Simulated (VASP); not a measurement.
Crystal: NbAl2N3.

```
Al Nb N
1.0
     5.11025    0.00000    0.00000
    -2.55512    4.42560    0.00000
     0.00000    0.00000    3.29846
Al Nb N
2 1 3
Cartesian
  0.0000 2.9504 0.0000
  2.5551 1.4752 0.0000
  0.0000 0.0000 0.0000
  2.5551 0.0000 1.6492
  1.2776 2.2128 1.6492
  -1.2776 2.2128 1.6492
```

The cell was built by a generator and needn't be a form met in nature.

```yaml
Program: VASP 6.6.1
Task: relaxation of cell and atoms
Functional: PBE
Potentials_or_basis: VASP PAW PBE potentials, release 64 (Al, Nb_sv, N)
Cutoff: 520 eV
k_mesh: 3 × 3 × 4
Occupations: gaussian, width 0.15 eV
Spin: no spin polarisation
```

At the start: pressure -21.8 GPa; volume 12.43 Å³/atom.

Q: Where does the relaxation end?

A: Over 7 steps the energy falls by 601.0 meV/atom and the volume is 10.41 Å³/atom (-16.2 %); space group P6/mmm (No. 191, to 0.05 Å).

The path:
```csv
step,energy change (eV),largest force (eV/Å),pressure (GPa),volume (Å³)
1,0.0000,0.0000,-21.81,74.60
2,-3.2630,0.0000,18.63,57.14
3,-3.3139,0.0000,12.02,58.47
4,-3.3972,0.0000,6.15,61.44
5,-3.5357,0.0000,8.78,60.01
6,-3.5649,0.0000,-5.73,64.48
7,-3.6060,0.0000,0.02,62.49
```

Final structure:
```cif
data_structure
_symmetry_space_group_name_H-M 'P 1'
_symmetry_Int_Tables_number 1
_cell_length_a 5.1752
_cell_length_b 5.1752
_cell_length_c 2.6940
_cell_angle_alpha 90.000
_cell_angle_beta 90.000
_cell_angle_gamma 120.000
_cell_volume 62.49
loop_
_atom_site_label
_atom_site_type_symbol
_atom_site_fract_x
_atom_site_fract_y
_atom_site_fract_z
_atom_site_occupancy
Al1 Al 0.33333 0.66667 0.00000 1
Al2 Al 0.66667 0.33333 0.00000 1
Nb1 Nb 0.00000 0.00000 0.00000 1
N1 N 0.50000 0.00000 0.50000 1
N2 N 0.50000 0.50000 0.50000 1
N3 N 0.00000 0.50000 0.50000 1
```

Caveat: the k mesh is coarse (spacing up to 0.48 Å⁻¹), so the values aren't converged; the volume moved by over 15 % at a fixed basis, so the end points are rough.
